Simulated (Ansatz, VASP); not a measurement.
## CuF: VASP beside Ansatz

The input INCAR:

```
ALGO = Normal ; EDIFF = 1E-7
ENCUT = 520 ; GGA = PE
ISIF = 2 ; ISMEAR = -1
LASPH = True ; LCHARG = False
LREAL = False ; LWAVE = False
NBANDS = 16 ; NELM = 100
PREC = Accurate ; SIGMA = 0.05
```

KPOINTS

```
k-points
0
Gamma
  11 11 8
```

File POSCAR:

```
CuF
1.0
    2.4710065500      0.0000000000      0.0000000000
    0.0000000000      2.4710065500      0.0000000000
    0.0000000000      0.0000000000      3.4165013900
Cu F
1 1
Direct
    0.0000000000      0.0000000000      0.0000000000
    0.5000000000      0.5000000000      0.5000000000
```

File input.yaml:

```yaml
crystal:
  lattice:
    - [2.47100655, 0.0, 0.0]
    - [0.0, 2.47100655, 0.0]
    - [0.0, 0.0, 3.41650139]
  atoms:
    - { symbol: Cu, position: [0.0, 0.0, 0.0] }
    - { symbol: F, position: [0.5, 0.5, 0.5] }
hamiltonian:
  xc: pbe
  pseudopotentials: { kind: paw }
kpoints:
  mp_grid: { grid: [11, 11, 8] }
scf:
  occupations: { method: fermi_dirac, width: 0.05 }
output:
  forces: true
  stress: true
  eigenvalues: true
```

The cell was built by a generator and needn't be a form met in nature.

Alike in both runs: task single point; functional PBE; k mesh 11 × 11 × 8; occupations fermi-dirac, width 0.05 eV; no spin polarisation.

|  | VASP | Ansatz |
| --- | --- | --- |
| version | VASP 6.6.1 | Ansatz 0.2.0 |
| potentials or method | VASP PAW PBE potentials, release 64 (Cu, F) | Ansatz PAW |
| plane-wave cutoff (eV) | 520 | 420 |
| valence electrons in the cell | 18 | 26 |

VASP gave:

```
gap on the k mesh at the Fermi level (eV)       : none
pressure (GPa)                                  : 4.3
largest component of the traceless stress (GPa) : 15.49
```

Problem. What did Ansatz give for the same quantities?

Solution. gap on the k mesh at the Fermi level (eV): none; pressure (GPa): 4.4; largest component of the traceless stress (GPa): 15.30.

A gap of «none» marks a metal or a gap that the smearing closes. The two sets of potentials don't hold the same shells in valence.

Caveats: the run has no spin polarisation, though such a crystal can be magnetic; semilocal functionals often make such compounds metallic where correlation or magnetic order opens a gap, which also shifts bond lengths; the pressure holds a Pulay correction of +0.7 GPa for the finite cutoff (Ansatz). With open d or f shells a metallic result of PBE can be an artefact of self-interaction; +U or a hybrid may open a gap.
